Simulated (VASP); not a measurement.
# GaF (F-43m) in VASP: evGW0 quasiparticle levels with PBE

Aim: the evGW0 quasiparticle levels of GaF with PBE.

Program: VASP 6.6.1. These are calculated values, not measurements. Logs are shortened: lines on timing, memory, paths and dates and some standing lists are left out, and cuts for length are marked.

### Step 1. The structure

It takes space group F-43m (No. 216, cubic). Conventional cell: a = 5.692 Å, b = 5.692 Å, c = 5.692 Å, α = 90.00°, β = 90.00°, γ = 90.00°. Around Ga (site symmetry -43m) lie 4 F at 2.46 Å. F (site symmetry -43m) is surrounded by 4 Ga at 2.46 Å.

The cell was built by a generator and needn't be a form met in nature.

### Step 2. EvGW0 quasiparticle levels, PBE

POSCAR

```
GaF
1.0
    0.0000000000      2.8462400000      2.8462400000
    2.8462400000      0.0000000000      2.8462400000
    2.8462400000      2.8462400000      0.0000000000
Ga F
1 1
Direct
    0.2500000000      0.2500000000      0.2500000000
    0.0000000000      0.0000000000      0.0000000000
```

INCAR.step1

```
SYSTEM = GaF
PREC = Accurate ; ENCUT = 500
EDIFF = 1E-8 ; ISMEAR = 0
SIGMA = 0.01 ; LREAL = .FALSE.
LASPH = .TRUE. ; NELM = 80
ALGO = Normal ; LWAVE = .TRUE.
LCHARG = .FALSE. ; GGA = PE
```

INCAR.step2

```
SYSTEM = GaF
PREC = Accurate ; ENCUT = 500
EDIFF = 1E-8 ; ISMEAR = 0
SIGMA = 0.01 ; LREAL = .FALSE.
LASPH = .TRUE. ; NELM = 1
ALGO = Exact ; LWAVE = .TRUE.
LCHARG = .FALSE. ; GGA = PE
NBANDS = 114 ; LOPTICS = .TRUE.
ISTART = 1
```

INCAR.step3

```
SYSTEM = GaF
PREC = Accurate ; ENCUT = 500
EDIFF = 1E-8 ; ISMEAR = 0
SIGMA = 0.01 ; LREAL = .FALSE.
LASPH = .TRUE. ; ALGO = EVGW0
LWAVE = .FALSE. ; LCHARG = .FALSE.
GGA = PE ; NELMGW = 4
NBANDS = 114 ; ENCUTGW = 100
NOMEGA = 64 ; PRECFOCK = Fast
ISTART = 1 ; NBANDSGW = 18
```

KPOINTS

```
regular mesh
0
G
  4 4 4
  0 0 0
```

Potentials or basis: VASP PAW PBE potentials, release 64 (Ga_d_GW, F_GW).

On the command line:

```
> cat potpaw_PBE.64/Ga_d_GW/POTCAR potpaw_PBE.64/F_GW/POTCAR > POTCAR
> cp INCAR.step1 INCAR
> mpirun -np 1 vasp_std > vasp.out
> cp INCAR.step2 INCAR
> mpirun -np 1 vasp_std > vasp.out
> cp INCAR.step3 INCAR
> mpirun -np 1 vasp_std > vasp.out
```

OUTCAR:

```text
SYSTEM = GaF
   PREC = Accurate
   ENCUT = 500
   EDIFF = 1E-8
   ISMEAR = 0
   LREAL = .FALSE.
   LASPH = .TRUE.
   GGA = PE
   NELMGW = 4
   ENCUTGW = 100
   PRECFOCK = Fast
   ISTART = 1

 ion  position               nearest neighbor table
   1  0.250  0.250  0.250-
   2  0.000  0.000  0.000-

  LATTYP: Found a face centered cubic cell.
 ALAT       =     5.6924800000

  Lattice vectors:

 A1 = (   0.0000000000,   2.8462400000,   2.8462400000)
 A2 = (   2.8462400000,   0.0000000000,   2.8462400000)
 A3 = (   2.8462400000,   2.8462400000,   0.0000000000)

Analysis of symmetry for initial positions (statically):
=====================================================================
 Subroutine PRICEL returns:
 Original cell was already a primitive cell.

 Routine SETGRP: Setting up the symmetry group for a
 face centered cubic supercell.

 Subroutine GETGRP returns: Found 24 space group operations
 (whereof 24 operations were pure point group operations)
 out of a pool of 48 trial point group operations.

The static configuration has the point symmetry T_d .

Analysis of symmetry for dynamics (positions and initial velocities):
=====================================================================
 Subroutine PRICEL returns:
 Original cell was already a primitive cell.

 Routine SETGRP: Setting up the symmetry group for a
 face centered cubic supercell.

 Subroutine GETGRP returns: Found 24 space group operations
 (whereof 24 operations were pure point group operations)
 out of a pool of 48 trial point group operations.

The dynamic configuration has the point symmetry T_d .

 Subroutine INISYM returns: Found 24 space group operations
 (whereof 24 operations are pure point group operations),
 and found     1 'primitive' translations

----------------------------------------------------------------------------------------

                                     Primitive cell

  volume of cell :      46.1152

  direct lattice vectors                    reciprocal lattice vectors
     0.000000000  2.846240000  2.846240000    -0.175670358  0.175670358  0.175670358
     2.846240000  0.000000000  2.846240000     0.175670358 -0.175670358  0.175670358
     2.846240000  2.846240000  0.000000000     0.175670358  0.175670358 -0.175670358

  length of vectors
     4.025191210  4.025191210  4.025191210     0.304269986  0.304269986  0.304269986

  position of ions in fractional coordinates (direct lattice)
     0.250000000  0.250000000  0.250000000
     0.000000000  0.000000000  0.000000000

  ion indices of the primitive-cell ions
   primitive index   ion index
                 1           1
                 2           2

----------------------------------------------------------------------------------------

 KPOINTS: regular mesh

Automatic generation of k-mesh.
 Grid dimensions read from file:
 generate k-points for:    4    4    4

 Generating k-lattice:

  Cartesian coordinates                     Fractional coordinates (reciprocal lattice)
    -0.043917590  0.043917590  0.043917590     0.250000000  0.000000000  0.000000000
     0.043917590 -0.043917590  0.043917590     0.000000000  0.250000000  0.000000000
     0.043917590  0.043917590 -0.043917590     0.000000000  0.000000000  0.250000000

  Length of vectors
     0.076067496  0.076067496  0.076067496

  Shift w.r.t. Gamma in fractional coordinates (k-lattice)
     0.000000000  0.000000000  0.000000000

 Subroutine IBZKPT returns following result:
 ===========================================

 Found      8 irreducible k-points:

 Following reciprocal coordinates:
            Coordinates               Weight
  0.000000  0.000000  0.000000      1.000000
  0.250000  0.000000  0.000000      8.000000
  0.500000  0.000000  0.000000      4.000000
  0.250000  0.250000  0.000000      6.000000
  0.500000  0.250000  0.000000     24.000000
 -0.250000  0.250000  0.000000     12.000000
  0.500000  0.500000  0.000000      3.000000
 -0.250000  0.500000  0.250000      6.000000
   k-points           NKPTS =      8   k-points in BZ     NKDIM =     64   number of bands    NBANDS=    114
   number of dos      NEDOS =    301   number of ions     NIONS =      2
   total plane-waves  NPLWV =  27000
   dimension x,y,z NGX =    30 NGY =   30 NGZ =   30
   dimension x,y,z NGXF=    60 NGYF=   60 NGZF=   60
   ions per type =               1   1
   NGX,Y,Z   is equivalent  to a cutoff of  12.39, 12.39, 12.39 a.u.
   NGXF,Y,Z  is equivalent  to a cutoff of  24.78, 24.78, 24.78 a.u.
 SYSTEM =  GaF
   PREC   = accura    normal or accurate (medium, high low for compatibility)
   ISTART =      1    job   : 0-new  1-cont  2-samecut
   ICHARG =      0    charge: 1-file 2-atom 10-const
   ISPIN  =      1    spin polarized calculation?
   LNONCOLLINEAR =      F non collinear calculations
   LSORBIT =      F    spin-orbit coupling
   LASPH  =      T    aspherical Exc in radial PAW
   ENCUT  =  500.0 eV  36.75 Ry    6.06 a.u.   7.34  7.34  7.34*2*pi/ulx,y,z
   NELM   =     60;   NELMIN=  2; NELMDL=  0     # of ELM steps
   EDIFF  = 0.1E-07   stopping-criterion for ELM
   LREAL  =      F    real-space projection
   EDIFFG = 0.1E-06   stopping-criterion for IOM
   NSW    =      0    number of steps for IOM
   IBRION =     -1    ionic relax: 0-MD 1-quasi-New 2-CG
   NFREE  =      0    steps in history (QN), initial steepest desc. (CG)
   ISIF   =      0    stress and relaxation
   ISYM   =      3    0-nonsym 1-usesym 2-fastsym
   POTIM  = 0.5000    time-step for ionic-motion
   TEBEG  =    0.0;   TEEND  =   0.0 temperature during run
   PSTRESS=    0.0 pullay stress
   NELECT =      20.0000    total number of electrons
   NUPDOWN=      -1.0000    fix difference up-down
   EMIN   =  10.00;   EMAX   =-10.00  energy-range for DOS
   EFERMI =   0.00;   METHOD = LEGACY
   ISMEAR =     0;   SIGMA  =   0.01  broadening in eV -4-tet -1-fermi 0-gaus
   EFERMI_NEDOS =   21; number of points for ismear=-14 and -15
   IALGO  =     38    algorithm
   IMIX   =      4    mixing-type and parameters
     AMIX     =   0.40;   BMIX     =  1.00
     AMIX_MAG =   1.60;   BMIX_MAG =  1.00
  volume/ion in A,a.u.               =      23.06       155.60
  Fermi-wavevector in a.u.,A,eV,Ry     =   1.239186  2.341723 20.892875  1.535583
  Thomas-Fermi vector in A             =   2.373680
   LORBIT       =      0    0 simple, 1 ext, 2 COOP (PROOUT), +10 PAW based schemes
   GGA     = PE    functional components
   LHFCALC =     T    Hartree Fock is set to
   PRECFOCK=fast      Normal, Fast or Accurate (Low or Medium for compatibility)
   ENCUT4O =  -1.0   cutoff for four orbital integrals eV
   NKREDX  =     1    reduce k-point grid by
   NKREDY  =     1    reduce k-point grid by
   NKREDZ  =     1    reduce k-point grid by
   AEXX    =    1.0000 exact exchange contribution
   HFSCREEN=    0.0000 screening length (either q_TF or 0.3 A-1)
   HFSCREENC=   0.0000 screening length for correlation (either q_TF or 0.3 A-1)
   ENCUTFOCK=  -1.0 apply spherical cutoff to Coloumb kernel
   IVDW    =     0    specifies the selected vdW correction
   LEPSILON=     F    determine dielectric tensor
   LRPA    =     F    only Hartree local field effects (RPA)
   LRPAFORCE           =     F    calculate RPA forces
   ENCUTGW             = 100.0    cutoff for response function in eV
   ENCUTGWSOFT         =  80.0    soft cutoff for Coulomb kernel in GW response function in eV
   ENCUTLF             =  -1.0    cutoff for local field effects
   NELMGW              =     4    number of iterations in solving QP/BSE equation
   NELMHF              =     1    number of iterations in the inner HF iteration
   NKREDLFX            =     1    NKREDLFY  =   1   NKREDLFZ  =   1
 non-spin polarized calculation
 Gauss-broadening in eV      SIGMA  =   0.01
  energy-cutoff  :      500.00
  volume of cell :       46.12
 maximum number of plane-waves:      1211
 NGX is ok and might be reduce to    30
  NGX = 18; NGY = 18; NGZ = 18
   NGX = 15   NGY = 15   NGZ = 15
 maximum number of plane-waves:       113
 NGX is ok and might be reduce to    14

 QP shifts <psi_nk| G(iteration)W_0 |psi_nk>: iteration 1
 for sc-GW calculations column KS-energies equals QP-energies in previous step
 and V_xc(KS)=  KS-energies - (<T + V_ion + V_H > + <T+V_H+V_ion>^1  + <V_x>^1)

 k-point   1 :       0.0000    0.0000    0.0000
  band No.  KS-energies  QP-energies   sigma(KS)   V_xc(KS)     V^pw_x(r,r')   Z            occupation Imag(sigma)

      1     -21.7529     -24.0407     -26.5409     -22.8185     -36.8448       0.6146       2.0000       0.9569
      2     -13.4180     -17.0977     -27.3544     -21.7984     -35.1911       0.6623       2.0000       0.2078
      3     -13.4180     -17.0977     -27.3544     -21.7984     -35.1911       0.6623       2.0000       0.2078
      4     -13.4180     -17.0977     -27.3544     -21.7984     -35.1911       0.6623       2.0000       0.2078
      5     -13.3964     -17.1261     -27.4047     -21.8415     -35.2203       0.6704       2.0000       0.1809
      6     -13.3964     -17.1261     -27.4047     -21.8415     -35.2203       0.6704       2.0000       0.1809
[... 10 lines left out ...]
     17      13.6049      13.8163      -7.3019      -7.5649      -2.6854       0.8040       0.0000      -0.9652
     18      14.9144      15.3386      -7.4773      -7.9858      -2.7143       0.8344       0.0000      -0.8889

 k-point   2 :       0.2500    0.0000    0.0000
  band No.  KS-energies  QP-energies   sigma(KS)   V_xc(KS)     V^pw_x(r,r')   Z            occupation Imag(sigma)

      1     -21.7298     -24.0119     -26.6045     -22.8750     -36.9061       0.6119       2.0000       0.9380
      2     -13.4124     -17.1020     -27.3673     -21.8092     -35.2008       0.6638       2.0000       0.2029
      3     -13.4124     -17.1020     -27.3673     -21.8092     -35.2008       0.6638       2.0000       0.2029
      4     -13.3983     -17.1369     -27.3978     -21.8327     -35.2296       0.6718       2.0000       0.2001
      5     -13.3943     -17.1484     -27.4097     -21.8449     -35.2282       0.6746       2.0000       0.1825
      6     -13.3943     -17.1484     -27.4097     -21.8449     -35.2282       0.6746       2.0000       0.1825
[... 10 lines left out ...]
     17      13.5201      13.8843      -6.7611      -7.2279      -2.1894       0.7801       0.0000      -0.7379
     18      16.0270      16.8016      -8.5471      -9.5065      -3.8404       0.8074       0.0000      -1.2236

 k-point   3 :       0.5000    0.0000    0.0000
  band No.  KS-energies  QP-energies   sigma(KS)   V_xc(KS)     V^pw_x(r,r')   Z            occupation Imag(sigma)
[... 623 lines left out ...]
      1     -25.0560     -25.1559     -26.4996       1.2731     -37.0055       0.5861       2.0000       1.0322
      2     -18.7525     -18.8844     -27.3382       8.3900     -35.1670       0.6740       2.0000       0.1916
      3     -18.7465     -18.8754     -27.4098       8.4734     -35.2606       0.6787       2.0000       0.1893
      4     -18.7465     -18.8754     -27.4098       8.4734     -35.2606       0.6787       2.0000       0.1893
      5     -18.7465     -18.8754     -27.4098       8.4734     -35.2606       0.6787       2.0000       0.1893
      6     -18.7378     -18.8656     -27.4109       8.4846     -35.2603       0.6782       2.0000       0.1892
[... 10 lines left out ...]
     17      18.6037      18.6025      -6.8886      25.4908      -2.0921       0.8295       0.0000      -0.9663
     18      20.0769      20.0706      -7.3937      27.4641      -2.6171       0.9661       0.0000      -1.9431

 k-point   8 :      -0.2500    0.5000    0.2500
  band No. old QP-enery  QP-energies   sigma(KS)   T+V_ion+V_H  V^pw_x(r,r')   Z            occupation Imag(sigma)

      1     -25.0564     -25.1564     -26.5004       1.2731     -37.0064       0.5853       2.0000       1.0332
      2     -18.7553     -18.8847     -27.3642       8.4160     -35.2053       0.6707       2.0000       0.1931
      3     -18.7553     -18.8847     -27.3642       8.4160     -35.2053       0.6707       2.0000       0.1931
      4     -18.7408     -18.8741     -27.3905       8.4543     -35.2277       0.6820       2.0000       0.1844
      5     -18.7544     -18.8761     -27.4111       8.4751     -35.2686       0.6707       2.0000       0.1902
      6     -18.7299     -18.8555     -27.4544       8.5405     -35.3115       0.6830       2.0000       0.1866
[... 10 lines left out ...]
     17      16.1040      16.1001      -7.7486      23.8480      -3.0783       0.8458       0.0000      -1.0298
     18      20.1540      20.1560      -6.7514      26.9080      -1.9073       0.7699       0.0000      -1.1980
```

It took 6.8 min on 1 thread of Intel Xeon Platinum 8488C (Sapphire Rapids), shared host; peak memory 0.47 GiB.

Results:

```yaml
Band_gap_on_the_k_mesh_mean-field_level: 2.27 eV, indirect (least direct gap 2.28 eV)
Quasiparticle_gap: 3.73 eV
Least_direct_quasiparticle_gap: 3.76 eV
```

Levels at points of the mesh, in eV from the valence-band top:
```tsv
k point	band 8	band 9	band 10	band 11	band 12	band 13
(0.00, 0.00, 0.00)	-3.26	-3.26	-3.26	6.54	6.54	6.54
(0.50, 0.00, 0.00)	-3.40	-3.40	-1.04	2.78	6.45	6.45
(0.50, 0.50, 0.00)	-3.66	-3.66	-0.01	2.27	6.11	6.11
```

Quasiparticle gap after each update of the energies (eV): 3.43, 3.67, 3.72, 3.73

Caveat: the k mesh is coarse (spacing up to 0.48 Å⁻¹), so the values aren't converged; bands, screening cutoff and mesh are small and nothing is extrapolated, so the quasiparticle values aren't converged.
